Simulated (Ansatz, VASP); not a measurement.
## CaOs4 in VASP and in Ansatz

```
Ca Os
1.0
     4.48363    0.00000    0.00000
     0.00000    4.48363    0.00000
     0.00000    0.00000    4.48363
Ca Os
1 4
Direct
  0.00000 0.00000 0.00000
  0.50000 0.00000 0.00000
  0.00000 0.50000 0.00000
  0.00000 0.00000 0.50000
  0.50000 0.50000 0.50000
```

Alike in both runs: functional PBE; k mesh 8 × 8 × 8; occupations gaussian, width 0.1 eV; no spin polarisation.

Ansatz relaxed the structure, and its values are those at the end. VASP's run is a single point on that final structure, the one shown.

```csv
,VASP,Ansatz
version,VASP 6.6.1,Ansatz 0.2.0
potentials or method,"VASP PAW PBE potentials, release 64 (Ca_sv, Os)","scalar-relativistic, plane waves, PAW"
plane-wave cutoff (eV),520,420
valence electrons in the cell,42,74
```

```csv
,VASP,Ansatz,Ansatz less VASP
gap on the k mesh at the Fermi level (eV),none,none,-
pressure (GPa),1.7,0.0,-1.71
```

A gap of «none» marks a metal or a gap that the smearing closes. The two sets of potentials don't hold the same shells in valence.

Spin-orbit coupling is left out, which matters for the levels of Os.
